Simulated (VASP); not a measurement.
Level of theory: HSE06 screened hybrid, VASP's PBE PAW potentials (set 64) (plane waves; VASP).

The input files of a VASP run:

File POSCAR:
```
PbTe
1
    0.0000000000     3.2501236647     3.2501236647
    3.2501236647     0.0000000000     3.2501236647
    3.2501236647     3.2501236647     0.0000000000
Te Pb
1 1
Direct
  0.5000000000   0.5000000000   0.5000000000
  0.0000000000   0.0000000000   0.0000000000
```

### KPOINTS
```
Automatic mesh
0
Gamma
6 6 6
0 0 0
```

**INCAR**
```
ISIF=2   # forces and stress, cell fixed
AEXX=0.25
SIGMA=0.05
PREC=Accurate
PRECFOCK=Fast
HFSCREEN=0.2   # 1/Angstrom
ISMEAR=0   # Gaussian
LHFCALC=T
SYSTEM=PbTe
LREAL=F
GGA=PE   # PBE
EDIFF=1E-6   # SCF stop (eV)
LASPH=T
LCHARG=F
LMAXMIX=4
ISYM=3
ENCUT=520   # plane-wave cut-off (eV)
LWAVE=F
ALGO=Normal
NELM=60   # most electronic steps
```

POTCAR, in this order: Te Pb_d (PBE.64 set). Program: vasp_std. Read from the step before: WAVECAR.

What VASP printed:

### OSZICAR
```
       N       E                     dE             d eps       ncg     rms          rms(c)
DAV:   1    -0.900103573665E+01   -0.90010E+01   -0.11845E+00   448   0.115E+01    0.914E+00
DAV:   2    -0.900877142432E+01   -0.77357E-02   -0.38175E-02   546   0.155E+00    0.590E+00
DAV:   3    -0.900726789335E+01    0.15035E-02   -0.24703E-03   612   0.592E-01    0.361E+00
DAV:   4    -0.900691388824E+01    0.35401E-03   -0.77086E-04   478   0.280E-01    0.217E+00
DAV:   5    -0.900685617532E+01    0.57713E-04   -0.18032E-04   504   0.137E-01    0.131E+00
DAV:   6    -0.900683593653E+01    0.20239E-04   -0.19507E-05   502   0.588E-02    0.789E-01
DAV:   7    -0.900682958062E+01    0.63559E-05   -0.53533E-06   478   0.278E-02    0.471E-01
DAV:   8    -0.900682831314E+01    0.12675E-05   -0.21690E-06   454   0.137E-02    0.279E-01
DAV:   9    -0.900682877479E+01   -0.46165E-06   -0.63737E-07   230   0.727E-03
   1 F= -.90068288E+01 E0= -.90068288E+01  d E =-.378449E-15
```

OUTCAR:
```
------------------------ aborting loop because EDIFF is reached ----------------------------------------
  FORCE on cell =-STRESS in cart. coord.  units (eV):
  Direction    XX          YY          ZZ          XY          YZ          ZX
  --------------------------------------------------------------------------------------
  Total        0.0654478      0.0654478      0.0654478     -0.0000000      0.0000000     -0.0000000
  in kB        1.5271307      1.5271307      1.5271307     -0.0000000      0.0000000     -0.0000000
  external PRESSURE =       1.5271307 kB  Pullay stress =       0.0000000 kB
  volume of cell :       68.66
      direct lattice vectors                 reciprocal lattice vectors
     0.000000000  3.250123665  3.250123665    -0.153840300  0.153840300  0.153840300
     3.250123665  0.000000000  3.250123665     0.153840300 -0.153840300  0.153840300
     3.250123665  3.250123665  0.000000000     0.153840300  0.153840300 -0.153840300
  FREE ENERGIE OF THE ION-ELECTRON SYSTEM (eV)
  ---------------------------------------------------
  free  energy   TOTEN  =        -9.0068287748 eV

  energy  without entropy=       -9.0068287748  energy(sigma->0) =       -9.00682877

  exchange ACFDT corr.  =         0.00000000  see jH, gK, PRB 81, 115126
```
(Selected blocks of OUTCAR.)

The compound is PbTe in the rock salt structure. This cell is one point of a volume scan, at 0.97 of the reference volume. The cell's shape comes from a PBE relaxation.
